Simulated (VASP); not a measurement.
Here is the system:

```
C
1.0
    1.23790    -2.14411     0.00000
    1.23790     2.14411     0.00000
    0.00000     0.00000     9.54850
C
4
Direct
  0.00000   0.00000   0.25000
  0.00000   0.00000   0.75000
  0.33333   0.66667   0.25000
  0.66667   0.33333   0.75000
```

These are revPBE GGA, VASP's PBE PAW potentials (set 64) (plane waves; VASP) values and carry that method's errors. Numerical set-up: 520 eV cut-off, 13×13×3 Γ-centred mesh, first-order Methfessel-Paxton smearing of 0.10 eV, potentials C.

Without a dispersion term in the relaxation, distances and binding between the weakly bound layers, chains or molecules are unreliable, and so is what depends on them.

Problem. Estimate the energy per atom (σ→0).

Solution. 
```json
{
 "energy per atom (σ→0)": "-8.880 eV/atom"
}
```

The compound is C in the graphite structure. It was relaxed first, which changed the volume by +44 %. The start is the result of an earlier pass.
